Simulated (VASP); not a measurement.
# Si2WC3 (Imm2) in VASP: density of states with PBE

Aim: the density of states of Si2WC3 with PBE.

Everything below comes from runs of VASP 6.6.1. Logs are shortened: lines on timing, memory, paths and dates and some standing lists are left out, and cuts for length are marked.

## 1. Starting point

It takes space group Imm2 (No. 44, orthorhombic). Conventional cell: a = 3.054 Å, b = 9.635 Å, c = 4.642 Å, α = 90.00°, β = 90.00°, γ = 90.00°. Si (site symmetry m) is surrounded by 4 C at 1.89 to 1.91 Å. W (site symmetry mm2) has 4 C at 2.05 to 2.12 Å as nearest neighbours. Around C (site symmetry m) lie 3 Si at 1.89 to 1.91 Å and 1 W at 2.05 Å. C (site symmetry mm2) has 2 Si at 1.90 Å and 2 W at 2.12 Å as nearest neighbours.

The cell was built by a generator and needn't be a form met in nature.

## 2. Density of states, PBE

Input file POSCAR:

```
Si2WC3
1.0
   -1.5268400000      4.8175500000      2.3212300000
    1.5268400000     -4.8175500000      2.3212300000
    1.5268400000      4.8175500000     -2.3212300000
Si W C
2 1 3
Direct
    0.3367040000      0.0037800000      0.3329230000
    0.6708570000      0.0037800000      0.6670770000
    0.9729860000      0.9729860000      0.0000000000
    0.9210680000      0.7403320000      0.1807360000
    0.5595960000      0.7403320000      0.8192640000
    0.2883540000      0.7883540000      0.5000000000
```

Input file INCAR.step1:

```
SYSTEM = Si2WC3
PREC = Accurate
ENCUT = 520
EDIFF = 1E-7
ISMEAR = 0
SIGMA = 0.1
LREAL = .FALSE.
LASPH = .TRUE.
NELM = 60
ALGO = Normal
ISIF = 2
LWAVE = .FALSE.
LCHARG = .TRUE.
LMAXMIX = 4
GGA = PE
KPAR = 8
```

Input file KPOINTS.step1:

```
regular mesh
0
G
  12 12 12
  0 0 0
```

Input file INCAR.step2:

```
SYSTEM = Si2WC3
PREC = Accurate
ENCUT = 520
EDIFF = 1E-7
ISMEAR = -5
SIGMA = 0.1
LREAL = .FALSE.
LASPH = .TRUE.
NELM = 60
ALGO = Normal
ISIF = 2
LWAVE = .FALSE.
LCHARG = .FALSE.
LMAXMIX = 4
GGA = PE
LORBIT = 11
KPAR = 8
NEDOS = 2001
ICHARG = 11
```

Input file KPOINTS.step2:

```
regular mesh
0
G
  18 18 18
  0 0 0
```

Potentials or basis: VASP PAW PBE potentials, release 64 (Si, W_sv, C).

Command:

```console
cat potpaw_PBE.64/Si/POTCAR potpaw_PBE.64/W_sv/POTCAR potpaw_PBE.64/C/POTCAR > POTCAR
cp INCAR.step1 INCAR
cp KPOINTS.step1 KPOINTS
mpirun -np 8 vasp_std > vasp.out
cp INCAR.step2 INCAR
cp KPOINTS.step2 KPOINTS
mpirun -np 8 vasp_std > vasp.out
```

OUTCAR:

```text
SYSTEM = Si2WC3
   PREC = Accurate
   ENCUT = 520
   EDIFF = 1E-7
   ISMEAR = -5
   LREAL = .FALSE.
   LASPH = .TRUE.
   NELM = 60
   ISIF = 2
   GGA = PE
   LORBIT = 11
   ICHARG = 11

 ion  position               nearest neighbor table
   1  0.337  0.004  0.333-   5 1.89   5 1.89   6 1.90   4 1.91   3 3.11   3 3.11   3 3.21   3 3.32
                             3 3.32
   2  0.671  0.004  0.667-   4 1.89   4 1.89   6 1.90   5 1.91   3 3.11   3 3.11   3 3.21   3 3.32
                             3 3.32
   3  0.973  0.973  0.000-   4 2.05   5 2.05   6 2.12   6 2.12   1 3.11   1 3.11   2 3.11   2 3.11
                             2 3.21   1 3.21   1 3.32   2 3.32   2 3.32   1 3.32
   4  0.921  0.740  0.181-   2 1.89   2 1.89   1 1.91   3 2.05
   5  0.560  0.740  0.819-   1 1.89   1 1.89   2 1.91   3 2.05
   6  0.288  0.788  0.500-   1 1.90   2 1.90   3 2.12   3 2.12

  LATTYP: Found a body centered orthorhombic cell.
 ALAT       =     3.0536800000
 B/A-ratio  =     1.5202837232
 C/A-ratio  =     3.1552421996

  Lattice vectors:

 A1 = (   1.5268400000,  -4.8175500000,  -2.3212300000)
 A2 = (  -1.5268400000,  -4.8175500000,   2.3212300000)
 A3 = (  -1.5268400000,   4.8175500000,  -2.3212300000)

Analysis of symmetry for initial positions (statically):
=====================================================================
 Subroutine PRICEL returns:
 Original cell was already a primitive cell.

 Routine SETGRP: Setting up the symmetry group for a
 body centered orthorhombic supercell.

 Subroutine GETGRP returns: Found  4 space group operations
 (whereof  4 operations were pure point group operations)
 out of a pool of  8 trial point group operations.

The static configuration has the point symmetry C_2v.

Analysis of symmetry for dynamics (positions and initial velocities):
=====================================================================
 Subroutine PRICEL returns:
 Original cell was already a primitive cell.

 Routine SETGRP: Setting up the symmetry group for a
 body centered orthorhombic supercell.

 Subroutine GETGRP returns: Found  4 space group operations
 (whereof  4 operations were pure point group operations)
 out of a pool of  8 trial point group operations.

The dynamic configuration has the point symmetry C_2v.

 Subroutine INISYM returns: Found  4 space group operations
 (whereof  4 operations are pure point group operations),
 and found     1 'primitive' translations

----------------------------------------------------------------------------------------

                                     Primitive cell

  volume of cell :      68.2964

  direct lattice vectors                    reciprocal lattice vectors
    -1.526840000  4.817550000  2.321230000     0.000000000  0.103787195  0.215403041
     1.526840000 -4.817550000  2.321230000     0.327473737  0.000000000  0.215403041
     1.526840000  4.817550000 -2.321230000     0.327473737  0.103787195  0.000000000

  length of vectors
     5.561307140  5.561307140  5.561307140     0.239103015  0.391966221  0.343527044

  position of ions in fractional coordinates (direct lattice)
     0.336704000  0.003780000  0.332923000
     0.670857000  0.003780000  0.667077000
     0.972986000  0.972986000  0.000000000
     0.921068000  0.740332000  0.180736000
     0.559596000  0.740332000  0.819264000
     0.288354000  0.788354000  0.500000000

  ion indices of the primitive-cell ions
   primitive index   ion index
                 1           1
                 2           2
                 3           3
                 4           4
                 5           5
                 6           6

----------------------------------------------------------------------------------------

 KPOINTS: regular mesh

Automatic generation of k-mesh.
 Grid dimensions read from file:
 generate k-points for:   18   18   18

 Generating k-lattice:

  Cartesian coordinates                     Fractional coordinates (reciprocal lattice)
     0.000000000  0.005765955  0.011966836     0.055555556  0.000000000  0.000000000
     0.018192985  0.000000000  0.011966836     0.000000000  0.055555556  0.000000000
     0.018192985  0.005765955  0.000000000     0.000000000  0.000000000  0.055555556

  Length of vectors
     0.013283501  0.021775901  0.019084836

  Shift w.r.t. Gamma in fractional coordinates (k-lattice)
     0.000000000  0.000000000  0.000000000

 TETIRR: Found  14670 inequivalent tetrahedra from    34992

 Subroutine IBZKPT returns following result:
 ===========================================

 Found    865 irreducible k-points:

 Following reciprocal coordinates:
            Coordinates               Weight
  0.000000  0.000000  0.000000      1.000000
  0.055556 -0.000000  0.000000      4.000000
  0.111111 -0.000000  0.000000      4.000000
  0.166667  0.000000  0.000000      4.000000
  0.222222  0.000000  0.000000      4.000000
  0.277778 -0.000000  0.000000      4.000000
[... 16 lines left out ...]
 -0.333333  0.055556  0.000000      8.000000
 -0.277778  0.055556 -0.000000      8.000000
 [... further k-points ...]
   k-points           NKPTS =    865   k-points in BZ     NKDIM =    865   number of bands    NBANDS=     21
   number of dos      NEDOS =   2001   number of ions     NIONS =      6
   total plane-waves  NPLWV =  74088
   dimension x,y,z NGX =    42 NGY =   42 NGZ =   42
   dimension x,y,z NGXF=    84 NGYF=   84 NGZF=   84
   ions per type =               2   1   3
   NGX,Y,Z   is equivalent  to a cutoff of  12.56, 12.56, 12.56 a.u.
   NGXF,Y,Z  is equivalent  to a cutoff of  25.11, 25.11, 25.11 a.u.
 SYSTEM =  Si2WC3
   PREC   = accura    normal or accurate (medium, high low for compatibility)
   ISTART =      0    job   : 0-new  1-cont  2-samecut
   ICHARG =     11    charge: 1-file 2-atom 10-const
   ISPIN  =      1    spin polarized calculation?
   LNONCOLLINEAR =      F non collinear calculations
   LSORBIT =      F    spin-orbit coupling
   LASPH  =      T    aspherical Exc in radial PAW
   ENCUT  =  520.0 eV  38.22 Ry    6.18 a.u.  10.34 10.34 10.34*2*pi/ulx,y,z
   NELM   =     60;   NELMIN=  2; NELMDL=  0     # of ELM steps
   EDIFF  = 0.1E-06   stopping-criterion for ELM
   LREAL  =      F    real-space projection
   EDIFFG = 0.1E-05   stopping-criterion for IOM
   NSW    =      0    number of steps for IOM
   IBRION =     -1    ionic relax: 0-MD 1-quasi-New 2-CG
   NFREE  =      0    steps in history (QN), initial steepest desc. (CG)
   ISIF   =      2    stress and relaxation
   ISYM   =      2    0-nonsym 1-usesym 2-fastsym
   POTIM  = 0.5000    time-step for ionic-motion
   TEBEG  =    0.0;   TEEND  =   0.0 temperature during run
   PSTRESS=    0.0 pullay stress
   NELECT =      34.0000    total number of electrons
   NUPDOWN=      -1.0000    fix difference up-down
   EMIN   =  10.00;   EMAX   =-10.00  energy-range for DOS
   EFERMI =   0.00;   METHOD = LEGACY
   ISMEAR =    -5;   SIGMA  =   0.10  broadening in eV -4-tet -1-fermi 0-gaus
   EFERMI_NEDOS =   21; number of points for ismear=-14 and -15
   IALGO  =     38    algorithm
   IMIX   =      4    mixing-type and parameters
     AMIX     =   0.40;   BMIX     =  1.00
     AMIX_MAG =   1.60;   BMIX_MAG =  1.00
  volume/ion in A,a.u.               =      11.38        76.81
  Fermi-wavevector in a.u.,A,eV,Ry     =   1.297483  2.451888 22.904909  1.683463
  Thomas-Fermi vector in A             =   2.428873
   LORBIT       =     11    0 simple, 1 ext, 2 COOP (PROOUT), +10 PAW based schemes
   GGA     = PE    functional components
   LHFCALC =     F    Hartree Fock is set to
   AEXX    =    0.0000 exact exchange contribution
   IVDW    =     0    specifies the selected vdW correction
   LEPSILON=     F    determine dielectric tensor
   LRPA    =     F    only Hartree local field effects (RPA)
 non-spin polarized calculation
 Fermi weights with tetrahedron method with Bloechl corrections
  energy-cutoff  :      520.00
  volume of cell :       68.30
 maximum number of plane-waves:      1862
 NGX is ok and might be reduce to    42

 number of electron      34.0000000 magnetization

 Free energy of the ion-electron system (eV)
  ---------------------------------------------------
  ext. energy  EPLUGINS =         0.00000000
  ---------------------------------------------------
  free energy    TOTEN  =       -49.56552626 eV

  energy without entropy =      -49.56552626  energy(sigma->0) =      -49.56552626

 E-fermi :   8.8921     XC(G=0): -11.6720

 val. band max:        8.9091479460   @ k =  -0.1667   0.4444   0.1667
 cond. band min:       8.8618021420   @ k =  -0.2778   0.2778   0.1111
 fundamental gap:     -0.0473458040
 Fermi energy:         8.8921318172

 k-point     1 :       0.0000    0.0000    0.0000
  band No.  band energies     occupation
      1     -65.4801      2.00000
      2     -29.9688      2.00000
      3     -29.6914      2.00000
      4     -29.4438      2.00000
      5      -6.8060      2.00000
      6      -3.0957      2.00000
[... 13 lines left out ...]
     20      11.2162      0.00000
     21      12.6813      0.00000

 k-point     2 :       0.0556   -0.0000    0.0000
  band No.  band energies     occupation
      1     -65.4801      2.00000
      2     -29.9688      2.00000
      3     -29.6915      2.00000
      4     -29.4438      2.00000
      5      -6.7841      2.00000
      6      -3.1544      2.00000
[... 13 lines left out ...]
     20      11.2174      0.00000
     21      12.6598      0.00000
[... 487 lines left out ...]
      5      -6.1993      2.00000
      6      -4.0494      2.00000
[... 13 lines left out ...]
     20      10.8059      0.00000
     21      12.9450      0.00000

 k-point    24 :      -0.2778    0.0556   -0.0000
  band No.  band energies     occupation
      1     -65.4796      2.00000
      2     -29.9679      2.00000
      3     -29.6914      2.00000
      4     -29.4541      2.00000
      5      -6.3890      2.00000
      6      -3.7864      2.00000
[... 13 lines left out ...]
     20      11.0026      0.00000
     21      12.8681      0.00000

 [... further k-points ...]

------------------------ aborting loop because EDIFF is reached ----------------------------------------

  FORCE on cell =-STRESS in cart. coord.  units (eV):
  Direction    XX          YY          ZZ          XY          YZ          ZX
  --------------------------------------------------------------------------------------
  -------------------------------------------------------------------------------------
  Total       -0.0337856      0.0795845     -0.0293758      0.0000000      0.0000000      0.0000000
  in kB       -0.7925833      1.8669853     -0.6891325      0.0000000      0.0000000      0.0000000
  external PRESSURE =       0.1284232 kB  Pullay stress =       0.0000000 kB

 VOLUME and BASIS-vectors are now :
 -----------------------------------------------------------------------------
  energy-cutoff  :      520.00
  volume of cell :       68.30
      direct lattice vectors                 reciprocal lattice vectors
    -1.526840000  4.817550000  2.321230000     0.000000000  0.103787195  0.215403041
     1.526840000 -4.817550000  2.321230000     0.327473737  0.000000000  0.215403041
     1.526840000  4.817550000 -2.321230000     0.327473737  0.103787195  0.000000000

 POSITION                                       TOTAL-FORCE (eV/Angst)
 -----------------------------------------------------------------------------------
     -0.00000      3.20775      0.01755         0.000000      0.024280     -0.004807
      0.00000      6.42735      0.01755         0.000000     -0.024280     -0.004807
      0.00000      0.00000      4.51705         0.000000      0.000000     -0.047984
      0.00000      1.74141      3.43696        -0.000000      0.005216      0.010271
      1.52684      3.07614      1.11573        -0.000000     -0.005216      0.010271
      1.52684     -0.00000      1.33867        -0.000000     -0.000000      0.037058
 -----------------------------------------------------------------------------------
    total drift:                               -0.000018      0.000232     -0.005649

  FREE ENERGIE OF THE ION-ELECTRON SYSTEM (eV)
  ---------------------------------------------------
  free  energy   TOTEN  =       -49.5655262594 eV

  energy  without entropy=      -49.5655262594  energy(sigma->0) =      -49.56552626

 total charge

# of ion       s       p       d       tot
------------------------------------------
    1        0.709   0.932   0.000   1.641
    2        0.709   0.932   0.000   1.641
    3        2.406   6.283   3.414  12.103
    4        0.856   1.668   0.000   2.524
    5        0.856   1.668   0.000   2.524
    6        0.857   1.603   0.000   2.460
--------------------------------------------------
tot          6.394  13.084   3.414  22.892
```

Run time: 7.6 min. Hardware: 8 MPI ranks of Intel Xeon Platinum 8175M at 2.50GHz (Skylake/Cascade Lake), shared host; peak memory 1.2 GiB.

Results:

| Quantity | Value |
| --- | --- |
| Valence electrons inside the program's atomic spheres | Si 1.64; W 12.10; C 2.52, 2.46 |

States per cell in windows of 0.5 eV (zero at the Fermi level; states under -8 eV left out):
```
from (eV)  total  W3_d  C6_p  C4_p  C5_p  Si1_p  Si2_p
     -8.0   0.99  0.05  0.04  0.07  0.07   0.03   0.03
     -7.5   0.75  0.08  0.03  0.05  0.05   0.03   0.03
     -7.0   1.06  0.12  0.07  0.07  0.07   0.05   0.05
     -6.5   0.87  0.09  0.05  0.07  0.07   0.05   0.05
     -6.0   0.98  0.08  0.06  0.08  0.08   0.06   0.06
     -5.5   1.03  0.12  0.08  0.08  0.08   0.06   0.06
     -5.0   1.42  0.17  0.12  0.12  0.12   0.08   0.08
     -4.5   1.55  0.19  0.16  0.13  0.13   0.08   0.08
     -4.0   2.21  0.33  0.26  0.19  0.19   0.10   0.10
     -3.5   2.27  0.46  0.20  0.25  0.25   0.07   0.07
     -3.0   2.07  0.41  0.19  0.24  0.24   0.06   0.06
     -2.5   1.05  0.19  0.13  0.11  0.11   0.03   0.03
     -2.0   0.35  0.05  0.05  0.04  0.04   0.01   0.01
     -1.5   0.04  0.01  0.00  0.00  0.00   0.00   0.00
     -1.0   0.56  0.24  0.02  0.01  0.01   0.01   0.01
     -0.5   1.51  0.69  0.06  0.04  0.04   0.03   0.03
      0.0   1.07  0.45  0.03  0.03  0.03   0.02   0.02
      0.5   0.72  0.33  0.02  0.02  0.02   0.02   0.02
      1.0   1.37  0.57  0.04  0.04  0.04   0.03   0.03
      1.5   1.92  0.76  0.07  0.07  0.07   0.04   0.04
      2.0   0.81  0.28  0.05  0.03  0.03   0.02   0.02
      2.5   0.09  0.03  0.00  0.00  0.00   0.00   0.00
      3.0   0.02  0.01  0.00  0.00  0.00   0.00   0.00
      3.5   0.91  0.42  0.03  0.01  0.01   0.02   0.02
      4.0   1.09  0.37  0.06  0.02  0.02   0.03   0.03
      4.5   0.00  0.00  0.00  0.00  0.00   0.00   0.00
      5.0   0.00  0.00  0.00  0.00  0.00   0.00   0.00
      5.5   0.00  0.00  0.00  0.00  0.00   0.00   0.00
      6.0   0.00  0.00  0.00  0.00  0.00   0.00   0.00
      6.5   0.00  0.00  0.00  0.00  0.00   0.00   0.00
      7.0   0.00  0.00  0.00  0.00  0.00   0.00   0.00
      7.5   0.00  0.00  0.00  0.00  0.00   0.00   0.00
```

Caveat: tetrahedron occupations give inexact forces and stress in metals. Spin-orbit coupling is left out, which matters for the levels of W.
